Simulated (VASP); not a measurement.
Consider the following.

```yaml
crystal:
  lattice:
    - [1.97573, 1.14069, 6.39618]
    - [-1.97573, 1.14069, 6.39618]
    - [0.00000, -2.28137, 6.39618]
  atoms:
    - { symbol: Zn, position: [0.36767, 0.36767, 0.36767] }
    - { symbol: Si, position: [0.88210, 0.88210, 0.88210] }
    - { symbol: As, position: [0.00208, 0.00208, 0.00208] }
    - { symbol: As, position: [0.49814, 0.49814, 0.49814] }
```

Level of theory: PBEsol GGA, VASP's PBE PAW potentials (set 64) (plane waves; VASP). Run with 400 eV cut-off, 10×10×10 Γ-centred mesh, tetrahedra with Blöchl corrections, potentials Zn Si As.

What does the run give for the energy per atom (σ→0), band gap (on the k-mesh) with the smallest direct gap where there is one?

```yaml
band gap (on the k-mesh): none (metal, semimetal or under 0.01 eV)
energy per atom (σ→0): -4.460 eV/atom
```

The structure comes from a computed database's ZnSiAs2 entry (R3m); how it stands against other phases isn't given here. It was relaxed first.
